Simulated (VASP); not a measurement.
Crystal: Ca3ZrN3.

```
Ca Zr N
1.0
     4.81756    0.07032    0.07686
     0.14064    9.71571   -0.07426
     0.07686   -0.03713    4.76232
Ca Zr N
6 2 6
Direct
  0.00418 0.24853 0.48990
  0.99747 0.76079 0.50347
  0.52367 0.00462 0.50484
  0.49662 0.49579 0.49807
  0.50083 0.24752 0.98733
  0.48884 0.74544 0.99896
  0.97466 0.01283 0.02079
  0.01584 0.49821 0.98444
  0.49404 0.00754 0.01750
  0.50212 0.49149 0.99652
  0.00153 0.24728 0.00637
  0.00112 0.74709 0.00057
  0.99738 0.99871 0.51446
  0.99984 0.49368 0.49201
```

The cell was built by a generator and needn't be a form met in nature.

| Quantity | Value |
| --- | --- |
| Program | VASP 6.6.1 |
| Task | relaxation of cell and atoms |
| Functional | PBE |
| Potentials or basis | VASP PAW PBE potentials, release 64 (Ca_sv, Zr_sv, N) |
| Cutoff | 520 eV |
| k mesh | 5 × 3 × 5 |
| Occupations | gaussian, width 0.15 eV |
| Spin | no spin polarisation |

At the start: pressure 0.2 GPa; volume 15.91 Å³/atom.

Task: Where does the relaxation end?

Result: Over 30 steps the energy falls by 77.5 meV/atom and the volume is 16.48 Å³/atom (+3.6 %); space group Pc (No. 7, to 0.05 Å).

The path:
```
step  energy change (eV)  largest force (eV/Å)  pressure (GPa)  volume (Å³)
   1              0.0000                1.8465            0.25       222.79
   2             -0.5267                0.6449           -0.64       223.49
   3             -0.5919                0.5587           -0.88       223.78
   4             -0.6968                0.6356            0.89       220.81
   5             -0.7349                0.6041            2.97       217.83
   6             -0.7847                0.5564            2.81       218.73
   7             -0.8661                0.5667            2.67       221.45
   8             -0.9383                0.4490            0.96       224.96
   9             -0.9719                0.4763           -1.08       229.57
  10             -1.0039                0.3114           -0.66       229.49
  11             -1.0291                0.1962            0.40       229.29
  12             -1.0300                0.1964            0.21       229.33
  13             -1.0378                0.1596            0.11       229.77
  14             -1.0449                0.2012           -0.08       230.77
  15             -1.0515                0.1444           -0.07       230.91
  16             -1.0548                0.2149           -0.04       231.06
  17             -1.0619                0.1518            0.01       231.06
  18             -1.0684                0.2415            0.20       231.05
  19             -1.0724                0.1902            0.05       231.37
  20             -1.0736                0.1627           -0.13       231.85
  21             -1.0739                0.1443           -0.08       231.70
  22             -1.0770                0.1094           -0.07       231.54
  23             -1.0798                0.1301           -0.04       231.18
  24             -1.0819                0.0682            0.01       230.93
  25             -1.0827                0.0979            0.06       230.66
  26             -1.0836                0.0608            0.00       230.76
  27             -1.0840                0.0488           -0.08       230.87
  28             -1.0845                0.0375            0.11       230.61
  29             -1.0845                0.0462            0.08       230.59
  30             -1.0849                0.0291            0.03       230.78
```

Final structure:
```yaml
crystal:
  lattice:
    - [4.84603, 0.00074, 0.00114]
    - [0.00174, 9.78922, -0.00896]
    - [0.00122, -0.00411, 4.86486]
  atoms:
    - { symbol: Ca, position: [0.00063, 0.25232, 0.49716] }
    - { symbol: Ca, position: [0.99905, 0.75234, 0.49723] }
    - { symbol: Ca, position: [0.49718, 0.00117, 0.49652] }
    - { symbol: Ca, position: [0.50255, 0.50135, 0.49677] }
    - { symbol: Ca, position: [0.49809, 0.25233, 0.99823] }
    - { symbol: Ca, position: [0.50166, 0.75235, 0.99836] }
    - { symbol: Zr, position: [0.97545, 0.01467, 0.97397] }
    - { symbol: Zr, position: [0.02410, 0.51486, 0.97441] }
    - { symbol: N, position: [0.53522, 0.99949, 0.00153] }
    - { symbol: N, position: [0.46476, 0.49965, 0.00174] }
    - { symbol: N, position: [0.99773, 0.22954, 0.00120] }
    - { symbol: N, position: [0.00194, 0.72959, 0.00140] }
    - { symbol: N, position: [0.00166, 0.99984, 0.53821] }
    - { symbol: N, position: [0.99810, 0.50001, 0.53849] }
```
